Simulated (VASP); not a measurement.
# Be2CdS4 (P1) in VASP: single point with PBE

Aim: the single point of Be2CdS4 with PBE.

Everything below comes from runs of VASP 6.6.1. Logs are shortened: lines on timing, memory, paths and dates and some standing lists are left out, and cuts for length are marked.

## Step 1: The structure

The typed cell holds 7 atoms: a = 5.367 Å, b = 5.593 Å, c = 6.399 Å, α = 62.69°, β = 65.55°, γ = 88.91°.

The cell was built by a generator and needn't be a form met in nature.

## Step 2: Single point, PBE

Input file INCAR:

```
  PREC = Accurate
  ENCUT = 520
  EDIFF = 1E-6
  ISMEAR = -1
  SIGMA = 0.1
  LREAL = F
  LASPH = T
  NELM = 100
  ALGO = Fast
  ISIF = 2
  LWAVE = F
  LCHARG = F
  GGA = PE
  NBANDS = 29
```

Input file KPOINTS:

```
Automatic mesh
0
Gamma
  4 4 4
  0.5 0 0.5
```

Input file POSCAR:

```
Be2CdS4
1.0
    0.0522089500      5.3668697100      0.0473563100
    5.5926400700      0.0522089500     -0.0485527400
    2.8674518400      2.6656212300     -5.0612751800
S Cd Be
4 1 2
Direct
    0.3480360000      0.3774200000      0.7326880000
    0.6272210000      0.1361250000      0.2742490000
    0.8868460000      0.8669980000      0.7429320000
    0.0688960000      0.6259900000      0.2851720000
    0.4797910000      0.4888070000      0.0160680000
    0.7225060000      0.2111100000      0.5250450000
    0.9812280000      0.0063910000      0.0021280000
```

Potentials or basis: VASP PAW PBE potentials, release 64 (S, Cd, Be).

Command:

```bash
cat potpaw_PBE.64/S/POTCAR potpaw_PBE.64/Cd/POTCAR potpaw_PBE.64/Be/POTCAR > POTCAR
mpirun -np 1 vasp_std > vasp.out
```

OUTCAR:

```text
PREC = Accurate
   ENCUT = 520
   EDIFF = 1E-6
   ISMEAR = -1
   LREAL = F
   LASPH = T
   NELM = 100
   ISIF = 2
   GGA = PE

 ion  position               nearest neighbor table
   1  0.348  0.377  0.733-   7 2.28   6 2.35   5 2.51
   2  0.627  0.136  0.274-   6 2.08   5 2.30   7 2.35
   3  0.887  0.867  0.743-   6 2.22   7 2.35   5 2.43
   4  0.069  0.626  0.285-   7 2.27   6 2.39   5 2.53
   5  0.480  0.489  0.016-   2 2.30   3 2.43   1 2.51   4 2.53
   6  0.723  0.211  0.525-   2 2.08   3 2.22   1 2.35   4 2.39
   7  0.981  0.006  0.002-   4 2.27   1 2.28   3 2.35   2 2.35

  LATTYP: Found a triclinic cell.
 ALAT       =     5.5930945009
 B/A-ratio  =     1.3727585193
 C/A-ratio  =     1.1434278154
 COS(alpha) =     0.0054778480
 COS(beta)  =     0.4314024564
 COS(gamma) =     0.7151896894

  Lattice vectors:

 A1 = (  -5.5926400700,  -0.0522089500,   0.0485527400)
 A2 = (  -5.5404311200,   5.3146607600,   0.0959090500)
 A3 = (  -2.7773971800,  -2.7534574300,  -5.0600787500)

Analysis of symmetry for initial positions (statically):
=====================================================================
 Subroutine PRICEL returns:
 Original cell was already a primitive cell.

 Routine SETGRP: Setting up the symmetry group for a
 triclinic supercell.

 Subroutine GETGRP returns: Found  1 space group operations
 (whereof  1 operations were pure point group operations)
 out of a pool of  2 trial point group operations.

The static configuration has the point symmetry C_1 .

Analysis of symmetry for dynamics (positions and initial velocities):
=====================================================================
 Subroutine PRICEL returns:
 Original cell was already a primitive cell.

 Routine SETGRP: Setting up the symmetry group for a
 triclinic supercell.

 Subroutine GETGRP returns: Found  1 space group operations
 (whereof  1 operations were pure point group operations)
 out of a pool of  2 trial point group operations.

The dynamic configuration has the point symmetry C_1 .

 Subroutine INISYM returns: Found  1 space group operations
 (whereof  1 operations are pure point group operations),
 and found     1 'primitive' translations

----------------------------------------------------------------------------------------

                                     Primitive cell

  volume of cell :     151.8587

  direct lattice vectors                    reciprocal lattice vectors
     0.052208950  5.366869710  0.047356310    -0.000887803  0.185479461  0.097183464
     5.592640070  0.052208950 -0.048552740     0.179702845 -0.002634264  0.100422776
     2.867451840  2.665621230 -5.061275180    -0.001732194  0.001760727 -0.197632714

  length of vectors
     5.367332566  5.593094501  6.398775121     0.209399246  0.205875657  0.197648148

  position of ions in fractional coordinates (direct lattice)
     0.348036000  0.377420000  0.732688000
     0.627221000  0.136125000  0.274249000
     0.886846000  0.866998000  0.742932000
     0.068896000  0.625990000  0.285172000
     0.479791000  0.488807000  0.016068000
     0.722506000  0.211110000  0.525045000
     0.981228000  0.006391000  0.002128000

  ion indices of the primitive-cell ions
   primitive index   ion index
                 1           1
                 2           2
                 3           3
                 4           4
                 5           5
                 6           6
                 7           7

----------------------------------------------------------------------------------------

 KPOINTS: Automatic mesh

Automatic generation of k-mesh.
 Grid dimensions read from file:
 generate k-points for:    4    4    4

 Generating k-lattice:

  Cartesian coordinates                     Fractional coordinates (reciprocal lattice)
    -0.000221951  0.046369865  0.024295866     0.250000000  0.000000000  0.000000000
     0.044925711 -0.000658566  0.025105694    -0.000000000  0.250000000  0.000000000
    -0.000433048  0.000440182 -0.049408179     0.000000000  0.000000000  0.250000000

  Length of vectors
     0.052349812  0.051468914  0.049412037

  Shift w.r.t. Gamma in fractional coordinates (k-lattice)
     0.500000000  0.000000000  0.500000000

 Subroutine IBZKPT returns following result:
 ===========================================

 Found     32 irreducible k-points:

 Following reciprocal coordinates:
            Coordinates               Weight
  0.125000 -0.000000  0.125000      2.000000
  0.375000  0.000000  0.125000      2.000000
 -0.375000 -0.000000  0.125000      2.000000
 -0.125000 -0.000000  0.125000      2.000000
  0.125000  0.250000  0.125000      2.000000
  0.375000  0.250000  0.125000      2.000000
[... 16 lines left out ...]
 -0.375000  0.250000  0.375000      2.000000
 -0.125000  0.250000  0.375000      2.000000
 [... further k-points ...]
   k-points           NKPTS =     32   k-points in BZ     NKDIM =     32   number of bands    NBANDS=     29
   number of dos      NEDOS =    301   number of ions     NIONS =      7
   total plane-waves  NPLWV =  80640
   dimension x,y,z NGX =    40 NGY =   42 NGZ =   48
   dimension x,y,z NGXF=    80 NGYF=   84 NGZF=   96
   ions per type =               4   1   2
   NGX,Y,Z   is equivalent  to a cutoff of  12.39, 12.48, 12.47 a.u.
   NGXF,Y,Z  is equivalent  to a cutoff of  24.78, 24.97, 24.94 a.u.
 SYSTEM =  unknown system
   PREC   = accura    normal or accurate (medium, high low for compatibility)
   ISTART =      0    job   : 0-new  1-cont  2-samecut
   ICHARG =      2    charge: 1-file 2-atom 10-const
   ISPIN  =      1    spin polarized calculation?
   LNONCOLLINEAR =      F non collinear calculations
   LSORBIT =      F    spin-orbit coupling
   LASPH  =      T    aspherical Exc in radial PAW
   ENCUT  =  520.0 eV  38.22 Ry    6.18 a.u.   9.98 10.40 11.90*2*pi/ulx,y,z
   NELM   =    100;   NELMIN=  2; NELMDL= -5     # of ELM steps
   EDIFF  = 0.1E-05   stopping-criterion for ELM
   LREAL  =      F    real-space projection
   EDIFFG = 0.1E-04   stopping-criterion for IOM
   NSW    =      0    number of steps for IOM
   IBRION =     -1    ionic relax: 0-MD 1-quasi-New 2-CG
   NFREE  =      0    steps in history (QN), initial steepest desc. (CG)
   ISIF   =      2    stress and relaxation
   ISYM   =      2    0-nonsym 1-usesym 2-fastsym
   POTIM  = 0.5000    time-step for ionic-motion
   TEBEG  =    0.0;   TEEND  =   0.0 temperature during run
   PSTRESS=    0.0 pullay stress
   NELECT =      40.0000    total number of electrons
   NUPDOWN=      -1.0000    fix difference up-down
   EMIN   =  10.00;   EMAX   =-10.00  energy-range for DOS
   EFERMI =   0.00;   METHOD = LEGACY
   ISMEAR =    -1;   SIGMA  =   0.10  broadening in eV -4-tet -1-fermi 0-gaus
   EFERMI_NEDOS =   21; number of points for ismear=-14 and -15
   IALGO  =     68    algorithm
   IMIX   =      4    mixing-type and parameters
     AMIX     =   0.40;   BMIX     =  1.00
     AMIX_MAG =   1.60;   BMIX_MAG =  1.00
  volume/ion in A,a.u.               =      21.69       146.40
  Fermi-wavevector in a.u.,A,eV,Ry     =   1.049417  1.983111 14.983783  1.101277
  Thomas-Fermi vector in A             =   2.184379
   LORBIT       =      0    0 simple, 1 ext, 2 COOP (PROOUT), +10 PAW based schemes
   GGA     = PE    functional components
   LHFCALC =     F    Hartree Fock is set to
   AEXX    =    0.0000 exact exchange contribution
   IVDW    =     0    specifies the selected vdW correction
   LEPSILON=     F    determine dielectric tensor
   LRPA    =     F    only Hartree local field effects (RPA)
 non-spin polarized calculation
 RMM-DIIS sequential band-by-band and
  energy-cutoff  :      520.00
  volume of cell :      151.86
 maximum number of plane-waves:      4106
   NGX = 19   NGY = 21   NGZ = 23

 number of electron      40.0000000 magnetization

 Free energy of the ion-electron system (eV)
  ---------------------------------------------------
  ext. energy  EPLUGINS =         0.00000000
  ---------------------------------------------------
  free energy    TOTEN  =       -26.41366952 eV

  energy without entropy =      -26.21664725  energy(sigma->0) =      -26.31515839

 E-fermi :   1.2698     XC(G=0):  -8.7842

 val. band max:        1.2608581950   @ k =  -0.3750   0.5000   0.3750
 cond. band min:       1.2804769813   @ k =   0.1250  -0.0000   0.1250
 fundamental gap:      0.0196187863
 Fermi energy:         1.2698143851

 k-point     1 :       0.1250   -0.0000    0.1250
  band No.  band energies     occupation
      1     -11.0241      2.00000
      2     -10.1370      2.00000
      3      -9.8510      2.00000
      4      -9.6712      2.00000
      5      -6.0774      2.00000
      6      -6.0455      2.00000
[... 21 lines left out ...]
     28       8.3361      0.00000
     29       8.5046      0.00000

 k-point     2 :       0.3750    0.0000    0.1250
  band No.  band energies     occupation
      1     -10.8191      2.00000
      2     -10.2162      2.00000
      3      -9.9261      2.00000
      4      -9.7559      2.00000
      5      -6.0950      2.00000
      6      -6.0353      2.00000
[... 21 lines left out ...]
     28       8.3609      0.00000
     29       8.8636      0.00000

 k-point     3 :      -0.3750   -0.0000    0.1250
  band No.  band energies     occupation
      1     -10.7238      2.00000
      2     -10.2496      2.00000
      3      -9.9258      2.00000
      4      -9.8389      2.00000
      5      -6.1191      2.00000
      6      -6.0820      2.00000
[... 638 lines left out ...]
      5      -6.1327      2.00000
      6      -6.0691      2.00000
[... 21 lines left out ...]
     28       8.2746      0.00000
     29       8.8261      0.00000

 k-point    24 :      -0.1250    0.2500    0.3750
  band No.  band energies     occupation
      1     -10.7656      2.00000
      2     -10.2382      2.00000
      3      -9.9695      2.00000
      4      -9.7704      2.00000
      5      -6.1330      2.00000
      6      -6.0800      2.00000
[... 21 lines left out ...]
     28       8.1501      0.00000
     29       8.7281      0.00000

 [... further k-points ...]

------------------------ aborting loop because EDIFF is reached ----------------------------------------

  FORCE on cell =-STRESS in cart. coord.  units (eV):
  Direction    XX          YY          ZZ          XY          YZ          ZX
  --------------------------------------------------------------------------------------
  -------------------------------------------------------------------------------------
  Total       -5.6671130     -3.3677257     -3.6604255     -0.5381828     -1.2140647      1.7744948
  in kB      -59.7905860    -35.5310181    -38.6191316     -5.6780698    -12.8089271     18.7217171
  external PRESSURE =     -44.6469119 kB  Pullay stress =       0.0000000 kB

 VOLUME and BASIS-vectors are now :
 -----------------------------------------------------------------------------
  energy-cutoff  :      520.00
  volume of cell :      151.86
      direct lattice vectors                 reciprocal lattice vectors
     0.052208950  5.366869710  0.047356310    -0.000887803  0.185479461  0.097183464
     5.592640070  0.052208950 -0.048552740     0.179702845 -0.002634264  0.100422776
     2.867451840  2.665621230 -5.061275180    -0.001732194  0.001760727 -0.197632714

 POSITION                                       TOTAL-FORCE (eV/Angst)
 -----------------------------------------------------------------------------------
      4.22989      3.84064     -3.71018        -1.540536     -0.193601     -0.179142
      1.58044      4.10436     -1.36496        -1.715149      1.872451     -0.653106
      7.02543      6.78523     -3.76028         2.051453      0.288918      0.326277
      4.32225      1.16260     -1.47046        -0.086237     -0.977999      0.134931
      2.80485      2.64333     -0.08234         0.734029     -1.452597      0.569268
      2.72392      5.28819     -2.63343         0.599199      0.223808     -0.102924
      0.09307      5.27213      0.03539        -0.042759      0.239020     -0.095304
 -----------------------------------------------------------------------------------
    total drift:                               -0.000181      0.000082     -0.000189

  FREE ENERGIE OF THE ION-ELECTRON SYSTEM (eV)
  ---------------------------------------------------
  free  energy   TOTEN  =       -26.4136695182 eV

  energy  without entropy=      -26.2166472529  energy(sigma->0) =      -26.31515839
```

Run time: 78 s. Hardware: 1 thread of Intel Xeon 6975P-C (Granite Rapids), shared host; peak memory 0.35 GiB.

What came out:

| Quantity | Value |
| --- | --- |
| Free energy | -26.4137 eV |
| Pressure | -4.5 GPa |
| Largest force | 2.622 eV/Å |
| Band gap on the k mesh | none (metal or under the smearing width) |

Forces on the atoms (eV/Å):
```
S   -1.541 -0.194 -0.179
S   -1.715  1.872 -0.653
S    2.051  0.289  0.326
S   -0.086 -0.978  0.135
Cd   0.734 -1.453  0.569
Be   0.599  0.224 -0.103
Be  -0.043  0.239 -0.095
```

Caveat: forces of over 1 eV/Å show positions far from the minimum, so gaps and moduli don't describe the material at rest.
